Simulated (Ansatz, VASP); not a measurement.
# Cross-check of Ge (liquid Ge at 2600 K) between VASP and Ansatz

Wanted: the spread between two codes on one cell, functional and k mesh. The cell is taken from a series of runs on this material, whose earlier steps may have relaxed, scaled, displaced or heated it; both programs get it as it stands.

Program: Ansatz 0.2.0. Level of theory: plane waves, with VASP 6.6.1 beside it; single point at PBE. Results are calculated unless marked as measured.

### Step 1. Starting point

The cell holds 66 atoms: 66 Ge. Cell: a = 11.473 Å, b = 11.473 Å, c = 11.473 Å, α = 90.0°, β = 90.0°, γ = 90.0°. As first built, before any earlier steps moved the atoms (in the runner's words): 66 atoms (66 Ge) placed at random at 5.27 g/cm^3, melted at 3500 K for 10 ps at fixed volume with the Tersoff potential (Tersoff, Phys. Rev. B 39, 5566 (1989)). Snapshot at the end of a hold of 5 ps at 2600 K and fixed volume.

### Step 2. Ansatz: single point, PBE

Ansatz runs on its default PAW (the set named soft_2) files.

A single point gives forces, pressure and levels at one fixed geometry, so differences don't come from the geometry; what else differs is listed under the comparison.

File input.yaml:

```yaml
crystal:
  lattice:
    - [11.4729, 0.0, 0.0]
    - [0.0, 11.4729, 0.0]
    - [0.0, 0.0, 11.4729]
  atoms:
    - { symbol: Ge, position: [0.93636, 0.20678, 0.61727] }
    - { symbol: Ge, position: [0.82277, 0.06389, 0.71108] }
    - { symbol: Ge, position: [0.30382, 0.63233, 0.64797] }
    - { symbol: Ge, position: [0.84456, 0.47266, 0.1726] }
    - { symbol: Ge, position: [0.58518, 0.59431, 0.60498] }
    - { symbol: Ge, position: [0.34561, 0.89823, 0.21396] }
    - { symbol: Ge, position: [0.72134, 0.1224, 0.14155] }
    - { symbol: Ge, position: [0.6042, 0.1211, 0.64877] }
    - { symbol: Ge, position: [0.49057, 0.14257, 0.84875] }
    - { symbol: Ge, position: [0.20382, 0.07676, 0.53812] }
    - { symbol: Ge, position: [0.12561, 0.89976, 0.34032] }
    - { symbol: Ge, position: [0.67853, 0.48505, 0.40031] }
    - { symbol: Ge, position: [0.93945, 0.84824, 0.22891] }
    - { symbol: Ge, position: [0.63933, 0.90701, 0.68013] }
    - { symbol: Ge, position: [0.58828, 0.34441, 0.28454] }
    - { symbol: Ge, position: [0.15253, 0.46972, 0.44239] }
    - { symbol: Ge, position: [0.80018, 0.65879, 0.22493] }
    - { symbol: Ge, position: [0.42452, 0.49315, 0.42478] }
    - { symbol: Ge, position: [0.5744, 0.55824, 0.08345] }
    - { symbol: Ge, position: [0.35469, 0.78685, 0.81932] }
    - { symbol: Ge, position: [0.3151, 0.23123, 0.98534] }
    - { symbol: Ge, position: [0.86174, 0.04496, 0.9423] }
    - { symbol: Ge, position: [0.11535, 0.76649, 0.68883] }
    - { symbol: Ge, position: [0.79548, 0.73421, 0.63047] }
    - { symbol: Ge, position: [0.72676, 0.75799, 0.86414] }
    - { symbol: Ge, position: [0.32871, 0.20905, 0.66297] }
    - { symbol: Ge, position: [0.54637, 0.91185, 0.07757] }
    - { symbol: Ge, position: [0.83949, 0.88343, 0.44681] }
    - { symbol: Ge, position: [0.02502, 0.51106, 0.81596] }
    - { symbol: Ge, position: [0.7205, 0.37845, 0.83639] }
    - { symbol: Ge, position: [0.53206, 0.90378, 0.8468] }
    - { symbol: Ge, position: [0.3656, 0.54157, 0.06833] }
    - { symbol: Ge, position: [0.28906, 0.44405, 0.25067] }
    - { symbol: Ge, position: [0.10509, 0.10785, 0.20866] }
    - { symbol: Ge, position: [0.96466, 0.74102, 0.8292] }
    - { symbol: Ge, position: [0.24909, 0.93602, 0.68869] }
    - { symbol: Ge, position: [0.47522, 0.32974, 0.57113] }
    - { symbol: Ge, position: [0.51709, 0.12216, 0.33138] }
    - { symbol: Ge, position: [0.09645, 0.29665, 0.76995] }
    - { symbol: Ge, position: [0.5222, 0.40388, 0.76842] }
    - { symbol: Ge, position: [0.58992, 0.91378, 0.47156] }
    - { symbol: Ge, position: [0.6548, 0.74159, 0.05191] }
    - { symbol: Ge, position: [0.3436, 0.4304, 0.88268] }
    - { symbol: Ge, position: [0.18784, 0.10464, 0.83388] }
    - { symbol: Ge, position: [0.4368, 0.73218, 0.47854] }
    - { symbol: Ge, position: [0.98319, 0.04349, 0.4785] }
    - { symbol: Ge, position: [0.68333, 0.71182, 0.42479] }
    - { symbol: Ge, position: [0.9376, 0.20209, 0.3281] }
    - { symbol: Ge, position: [0.94905, 0.41009, 0.33582] }
    - { symbol: Ge, position: [0.64118, 0.25363, 0.48567] }
    - { symbol: Ge, position: [0.82922, 0.39274, 0.52074] }
    - { symbol: Ge, position: [0.01099, 0.40471, 0.04048] }
    - { symbol: Ge, position: [0.24047, 0.44676, 0.66783] }
    - { symbol: Ge, position: [0.165, 0.30225, 0.12683] }
    - { symbol: Ge, position: [0.52326, 0.64748, 0.79838] }
    - { symbol: Ge, position: [0.91481, 0.25667, 0.90052] }
    - { symbol: Ge, position: [0.71292, 0.3572, 0.08469] }
    - { symbol: Ge, position: [0.7463, 0.07603, 0.37022] }
    - { symbol: Ge, position: [0.20484, 0.70144, 0.43725] }
    - { symbol: Ge, position: [0.06175, 0.01784, 0.9989] }
    - { symbol: Ge, position: [0.09568, 0.82278, 0.03342] }
    - { symbol: Ge, position: [0.30131, 0.74912, 0.04298] }
    - { symbol: Ge, position: [0.49198, 0.1379, 0.13021] }
    - { symbol: Ge, position: [0.83937, 0.51691, 0.7223] }
    - { symbol: Ge, position: [0.29186, 0.07422, 0.34842] }
    - { symbol: Ge, position: [0.78525, 0.92192, 0.09814] }
kpoints:
  mp_grid: { grid: [1, 1, 1] }
hamiltonian:
  xc: pbe
scf:
  occupations: { method: fermi_dirac, width: 0.025 }
output:
  forces: true
  stress: true
  populations: intrinsic
  dos:
    method: { smearing: { sigma: 0.15 } }
    de: 0.1
    projected: { site_lists: { Ge: [Ge] } }
  eigenvalues: true
  write_density: true
  write_potential: true
  volumetric_format: npy
  elf: true
```

Launch:

```
> ansatz run input.yaml --threads 4 --pin off --max-ram 8192MiB --backend cpu --events-out ev --progress --plain --runs-dir out
```

Numbers of over 12 decimals in the logs are rounded to 6 here.

Output:

```text
Engine: ansatz 0.2.0, aarch64-unknown-linux-gnu
Pseudopotentials: kind: paw
Pseudopotential: Ge, paw, valence charge 14, recommended cutoff 420 eV (normal), Ge.paw.azcp
Functional definition: PBE
  parameter kappa = 0.804
  parameter beta = 0.066725
  exchange = pbe_x(kappa = kappa, mu = beta*pi^2/3)
  correlation = pbe_c(beta = beta)
Crystal: 66 atoms, lattice volume = 1510.148 Å³
Basis set: ecut = 420 eV, 29423 PW (Γ), exchange–correlation on 160×160×160 points (8 copies of the dense FFT grid, shifted against one another)
Bands: 555, of which v1, the nominal top of the filled ones, is band 462 counted from 1 (461 counted from 0)
Symmetry: 1 space group operations
Space group: P1 (ITA 1), of the structure as read, at distance tolerance 1.1e-4 Å
k-points: 1
Non-local potential: Ge, projectors of the file, l = 0: 2, l = 1: 2, l = 2: 3, l = 3: 1
PAW form: soft (Blöchl's): semilocal exchange-correlation on the pseudo side does not see the compensation charge
PAW one-centre angular grid: Ge, 590 points (default); XC on 64 Gauss nodes
Initial density: superposition of atomic densities (neutral atoms: chi_scale 0, normalization atom), corrected by the library's trained network
Initial wavefunctions: pseudopotential atomic-orbital guess
Functional: x = pbe(κ = 0.804, μ = 0.219515), c = pbe(β = 0.066725)
SCF iter   1: F=—  HF=-283435.595898 eV  |F-HF|=—  |Δ(HF+E_count)|=         —  Δρ=4.92e-3  dr2=1.29e0  ethr=1.77e-3  ⟨swp⟩=6.0  Hψ=1811  notcnv=0  defer=62
preconditioner: auto → LDOS  [metal: Δε(μ)=0.029 eV  Ē_g=21.957 eV  σ=0.025 eV  W_gap=0.28  n_scr=436 (ndim 8)  ℏωp=29.0 eV  f_vac=0.071  D(μ)=43.01/eV (n_scr^D=304)  β→1.0]
SCF iter   2: F=—  HF=-283435.397615 eV  |F-HF|=—  |Δ(HF+E_count)|=   1.98e-1  Δρ=2.65e-3  dr2=1.95e-1  ethr=1.39e-4  ⟨swp⟩=2.0  Hψ=741  notcnv=0  defer=75
SCF iter   3: F=—  HF=-283435.363882 eV  |F-HF|=—  |Δ(HF+E_count)|=   3.37e-2  Δρ=1.09e-3  dr2=6.71e-2  ethr=2.11e-5  ⟨swp⟩=3.0  Hψ=962  notcnv=0  defer=75
SCF iter   4: F=—  HF=-283435.354146 eV  |F-HF|=—  |Δ(HF+E_count)|=   9.74e-3  Δρ=5.07e-4  dr2=1.44e-2  ethr=7.26e-6  ⟨swp⟩=2.0  Hψ=666  notcnv=0  defer=75
SCF iter   5: F=—  HF=-283435.352232 eV  |F-HF|=—  |Δ(HF+E_count)|=   1.91e-3  Δρ=2.25e-4  dr2=2.41e-3  ethr=1.56e-6  ⟨swp⟩=2.0  Hψ=623  notcnv=0  defer=75
SCF iter   6: F=—  HF=-283435.351795 eV  |F-HF|=—  |Δ(HF+E_count)|=   4.36e-4  Δρ=8.56e-5  dr2=3.11e-4  ethr=2.61e-7  ⟨swp⟩=2.0  Hψ=944  notcnv=0  defer=75
SCF iter   7: F=—  HF=-283435.351747 eV  |F-HF|=—  |Δ(HF+E_count)|=   4.80e-5  Δρ=3.57e-5  dr2=5.84e-5  ethr=3.37e-8  ⟨swp⟩=2.0  Hψ=637  notcnv=0  defer=75
SCF iter   8: F=—  HF=-283435.351681 eV  |F-HF|=—  |Δ(HF+E_count)|=   6.67e-5  Δρ=1.33e-5  dr2=7.07e-6  ethr=6.32e-9  ⟨swp⟩=2.0  Hψ=1018  notcnv=0  defer=75
SCF iter   9: F=—  HF=-283435.351681 eV  |F-HF|=—  |Δ(HF+E_count)|=   3.99e-8  Δρ=5.43e-6  dr2=1.41e-6  ethr=7.65e-10  ⟨swp⟩=2.0  Hψ=943  notcnv=0  defer=75
SCF iter  10: F=—  HF=-283435.351681 eV  |F-HF|=—  |Δ(HF+E_count)|=   1.58e-7  Δρ=2.17e-6  dr2=2.17e-7  ethr=1.53e-10  ⟨swp⟩=2.0  Hψ=944  notcnv=0  defer=75
SCF iter  11: F=-283435.351681 eV  HF=-283435.351681 eV  |F-HF|=2.35e-8  |Δ(HF+E_count)|=   1.99e-8  Δρ=9.31e-7  dr2=3.53e-8  ethr=1.08e-11  ⟨swp⟩=13.0  Hψ=3947  notcnv=0
SCF 1 converged in 11 iterations: F = -283435.351681 eV  dr2 = 3.53e-8
  greatest PAW one-centre occupation: 0.998 electrons in one spin orbital (limit 2), on the Ge atom at site 11 (counted from 0), in its partial waves of l = 2
SCF converged after 11 iterations
Free energy (F): -283435.351681 eV
Harris-Foulkes:  -283435.351681 eV  (|F-HF|=2.35e-8)
Internal energy: -283435.257989 eV  (E = F + TS)
E sigma→0 (E₀):  -283435.304835 eV
Entropy (-TS):   -0.093691 eV (-1.420 meV/atom)
Fermi energy:    8.272954 eV
--- Per-component energies (eV) ---
  E_band       = -9973.149461
  E_kinetic    = 7318.938565
  E_local      = -167988.328399  (includes V_loc(G=0)·N_el)
  E_nonlocal   = 27485.644402
  E_hartree    = 73914.237970
  E_xc         = -4986.191748
  E_vxc        = -4255.456788  (∫ρ·V_xc dr)
  E_paw        = -133153.179938  (= ΣΔE_a)
  E_vpaw       = -20362.438980  (= ΣTr[D̂ρ^β])
  E_aug_tail   = 0.019915  (compensation charges beyond the density's cutoff)
  E_ewald      = -86026.398756
  E_smearing   = -0.093691  (= −TS)
  E_closure    = 0.000000  (closes the sum)
  Σ components = -283435.351681   (vs F -283435.351681, Δ=0.00e0)
--- Forces (eV/Å), atoms counted from 1 ---
  atom   1  Ge     0.82103737     1.67392812    -0.23940694
  atom   2  Ge    -1.06917877    -1.34475865     1.40221342
  atom   3  Ge     0.34739107     2.70415853    -0.23927893
  atom   4  Ge     1.77680307     0.37622022    -0.36260643
  atom   5  Ge     0.20836417    -0.90017197    -0.81209946
  atom   6  Ge     0.31101979    -0.33632728    -0.07003438
  atom   7  Ge    -0.09562248     0.94761098     0.15577470
[...]
atom  42  Ge     0.69221729    -1.00558712     1.35477670
  atom  43  Ge    -0.64664313    -0.39703849     0.04940474
  atom  44  Ge     0.17745311    -0.31937344     0.72353451
  atom  45  Ge    -0.17558919    -0.17259395    -0.25003450
  atom  46  Ge     0.90854671     0.16924197     0.41311164
  atom  47  Ge     0.18016586     0.14354084    -0.43690847
  atom  48  Ge    -0.10295568    -1.28774363    -0.10638756
  atom  49  Ge     1.50183399     0.27236096     1.25104002
  atom  50  Ge     2.06825085    -0.68857962    -0.80906012
  atom  51  Ge     0.54930514    -0.64525775     1.37038404
  atom  52  Ge    -0.63017796     0.85143654    -1.25300455
  atom  53  Ge    -1.31828983    -2.85048491     0.73156700
  atom  54  Ge     1.08714101    -0.32990722     0.91654216
  atom  55  Ge     0.45641726    -0.43354136     1.19088587
  atom  56  Ge    -0.88969833     0.61229778     0.08852689
  atom  57  Ge    -2.31935333    -1.09770650    -1.76173779
  atom  58  Ge     0.05354779     0.30056970    -0.33104232
  atom  59  Ge    -0.20683019    -0.09306621     0.43763511
  atom  60  Ge     1.11509998     1.52741304     0.20973344
  atom  61  Ge    -0.71664560    -2.02192267     0.12475814
  atom  62  Ge    -0.18107513     0.49776720    -0.32974881
  atom  63  Ge    -0.50626613    -0.04825645    -2.30015747
  atom  64  Ge    -0.37495874     0.53108470    -1.06953575
  atom  65  Ge     0.24892279     0.05095282    -0.94896249
  atom  66  Ge     0.04397785    -0.37682743    -0.15892836
  max |Σ_I F_I| component: 1.97e-6 eV/Å
--- Stress (GPa, compression-positive) ---
        4.525011       0.868845      -0.141303
        0.868845       5.806516      -0.218638
       -0.141303      -0.218638       3.585709
  P = ⅓ Tr σ = 4.6391 GPa (46.391 kbar)
--- Band table (eV) ---
  k-point 0: bands = [... 458 lower, 8.0026, 8.1446, 8.1974, 8.2650, 8.2841, 8.3341, 8.4278, 8.4477, ... 89 higher]
--- intrinsic populations: 66 sites ---
  site symbol       q [e]
     0     Ge     13.9613
     1     Ge     13.9786
     2     Ge     13.9769
     3     Ge     14.0084
     4     Ge     13.9937
     5     Ge     13.9850
     6     Ge     13.9831
     7     Ge     14.0080
     8     Ge     13.9461
     9     Ge     14.0090
    10     Ge     13.9862
    11     Ge     13.9031
    12     Ge     14.0598
    13     Ge     13.9644
    14     Ge     14.0020
    15     Ge     14.0198
    16     Ge     13.9880
    17     Ge     14.0048
    18     Ge     14.0639
    19     Ge     14.0171
    20     Ge     14.0010
    21     Ge     14.0279
    22     Ge     13.9764
    23     Ge     14.0007
[...]
58     Ge     13.9618
    59     Ge     14.0116
    60     Ge     14.0059
    61     Ge     13.9783
    62     Ge     14.0028
    63     Ge     14.0128
    64     Ge     13.9877
    65     Ge     13.9613
  spilling = 0.000000 (of n_electrons = 924.000000)
```

(Part 1 of 2 ends here.)

[Lines on the potential files, build, host, timing and source positions are cut from VASP's logs without a mark.]

[Logs are printed without paths, hosts, clocks, repeated set-up lines and the standing remarks that a program may print on its own settings, such as how far it seeks lower states.]

[Hosts, paths, dates, database ids (printed as entryN), source tags and the programs' standing remarks are cut or masked in the printed files.]
